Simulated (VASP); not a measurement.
Output of a VASP run:

### OSZICAR
```
       N       E                     dE             d eps       ncg     rms          rms(c)
DAV:   1     0.340505673110E+03    0.34051E+03   -0.22856E+04  5772   0.116E+03
DAV:   2     0.561975990554E+00   -0.33994E+03   -0.32898E+03  6581   0.279E+02
DAV:   3    -0.212610057432E+02   -0.21823E+02   -0.21597E+02  6873   0.706E+01
DAV:   4    -0.216828049365E+02   -0.42180E+00   -0.42068E+00  7393   0.914E+00
DAV:   5    -0.216881693487E+02   -0.53644E-02   -0.53636E-02  6802   0.110E+00    0.143E+01
DAV:   6    -0.208331901118E+02    0.85498E+00   -0.23599E+00  6608   0.145E+01    0.108E+01
DAV:   7    -0.208157968186E+02    0.17393E-01   -0.11091E+00  6545   0.493E+00    0.347E+00
DAV:   8    -0.207988172579E+02    0.16980E-01   -0.16672E-01  6277   0.334E+00    0.151E+00
DAV:   9    -0.207994366531E+02   -0.61940E-03   -0.13785E-02  6427   0.889E-01    0.569E-01
DAV:  10    -0.207988542152E+02    0.58244E-03   -0.31257E-03  6879   0.395E-01    0.125E-01
DAV:  11    -0.207988670029E+02   -0.12788E-04   -0.92838E-04  6452   0.184E-01    0.785E-02
DAV:  12    -0.207988547596E+02    0.12243E-04   -0.59508E-05  6530   0.569E-02    0.465E-02
DAV:  13    -0.207988574586E+02   -0.26990E-05   -0.28021E-05  6392   0.185E-02    0.322E-02
DAV:  14    -0.207988590936E+02   -0.16350E-05   -0.51962E-06  6277   0.128E-02    0.768E-03
DAV:  15    -0.207988592077E+02   -0.11413E-06   -0.35171E-07  5976   0.242E-03    0.395E-03
DAV:  16    -0.207988592289E+02   -0.21133E-07   -0.56770E-08  3726   0.148E-03
   1 F= -.20798859E+02 E0= -.20798859E+02  d E =0.000000E+00
```

File OUTCAR:
```
------------------------ aborting loop because EDIFF is reached ----------------------------------------
  FORCE on cell =-STRESS in cart. coord.  units (eV):
  Direction    XX          YY          ZZ          XY          YZ          ZX
  --------------------------------------------------------------------------------------
  Total       -0.0152949     -0.0152949     -0.0152949      0.0046766     -0.0046766     -0.0046766
  in kB       -0.0975896     -0.0975896     -0.0975896      0.0298390     -0.0298390     -0.0298390
  external PRESSURE =      -0.0975896 kB  Pullay stress =       0.0000000 kB
  volume of cell :      251.10
      direct lattice vectors                 reciprocal lattice vectors
     0.000000000  3.145468369  3.145468369    -0.158508383  0.159409295  0.158508383
     3.145468369  0.000000000  3.145468369     0.159409295 -0.158508383  0.158508383
    12.653793742 12.653793742 -0.071920264     0.039401867  0.039401867 -0.039401867
 POSITION                                       TOTAL-FORCE (eV/Angst)
 -----------------------------------------------------------------------------------
     12.51095     12.51095      0.07092         0.002646      0.002646     -0.002646
      3.14762      3.14762     -0.00215        -0.005898     -0.005898      0.005898
      9.57128      9.57128      6.15606        -0.002872     -0.002872      0.002872
      1.54064      1.54064      1.60483        -0.000704     -0.000704      0.000704
      4.82317      4.82317      1.46777        -0.005524     -0.005524      0.005524
      8.09598      8.09598      1.34043         0.000088      0.000088     -0.000088
     10.89383     10.89383      1.68805         0.008691      0.008691     -0.008691
      9.48610      9.48610     -0.04969         0.003573      0.003573     -0.003573
 -----------------------------------------------------------------------------------
    total drift:                               -0.000115     -0.000115      0.000115
  FREE ENERGIE OF THE ION-ELECTRON SYSTEM (eV)
  ---------------------------------------------------
  free  energy   TOTEN  =       -20.7988592289 eV

  energy  without entropy=      -20.7988592289  energy(sigma->0) =      -20.79885923

 total charge

# of ion       s       p       d       tot
------------------------------------------
    1        0.751   0.430   9.349  10.531
    2        0.753   0.432   9.349  10.534
    3        0.752   0.439   9.348  10.538
    4        1.368   1.975   0.034   3.378
    5        1.369   1.975   0.035   3.379
    6        1.361   2.023   0.037   3.420
    7        1.351   2.001   0.023   3.374
    8        0.344   0.445   0.000   0.789
--------------------------------------------------
tot          8.049   9.719  28.175  45.943

 Electric field gradients after diagonalization (V/A^2)
 (convention: |V_zz| > |V_xx| > |V_yy|)
----------------------------------------------------------------------
 ion       V_xx      V_yy      V_zz     asymmetry (V_yy - V_xx)/ V_zz
----------------------------------------------------------------------
   1      20.212    20.211   -40.423       0.000
   2      12.398    12.396   -24.795       0.000
   3      13.633    13.631   -27.264       0.000
   4     -52.346   -52.345   104.691       0.000
   5     -47.539   -47.538    95.077       0.000
   6      25.847    25.847   -51.694       0.000
   7      -8.915    -8.914    17.829       0.000
   8       0.898     0.898    -1.795       0.000
```
(Selected blocks of OUTCAR.)

**POSCAR**
```
BeHg3Te4
1
   -0.0000000000     3.1454683694     3.1454683694
    3.1454683694    -0.0000000000     3.1454683694
   12.6537937421    12.6537937421    -0.0719202645
Hg Te Be
3 4 1
Direct
  0.0225126018   0.0225126018   0.9831155487
  0.0024949735   0.0024949735   0.2481287699
  0.9844106248   0.9844106248   0.5116920314
  0.2557668668   0.2557668668   0.0581748499
  0.2369989169   0.2369989169   0.3222508123
  0.2197625843   0.2197625843   0.5851780617
  0.2773838786   0.2773838786   0.7919620911
  0.0006695532   0.0006695532   0.7494978351
```

Task: Write an INCAR and KPOINTS that could have produced this output.

Result: One answer among several that fit: the input of the run itself, PBEsol GGA, plane waves, VASP's PBE PAW potentials (set 64).

**INCAR**
```
# general
SYSTEM  = BeHg3Te4
PREC    = Accurate
ENCUT   = 400
LREAL   = F
LASPH   = T

# electronic loop
EDIFF   = 1E-7
NELM    = 100
ALGO    = Normal
LMAXMIX = 6

# smearing
ISMEAR  = -5

# functional
GGA     = PS

# ions
ISIF    = 2

# output
LWAVE   = F
LCHARG  = T
LORBIT  = 11
NEDOS   = 601

# other
LEFG    = T
```

KPOINTS:
```
Regular mesh
0
Gamma
 10 10 3
0 0 0
```

POTCAR, in this order: Hg Te Be (PBE.64 set). Program: vasp_std.

For a metal the tetrahedron method with Blöchl corrections gives inexact stress and forces.

The structure was generated: BeHg3Te4 was put into an ordered model structure (R3m), which need not be its known phase. It was relaxed first.
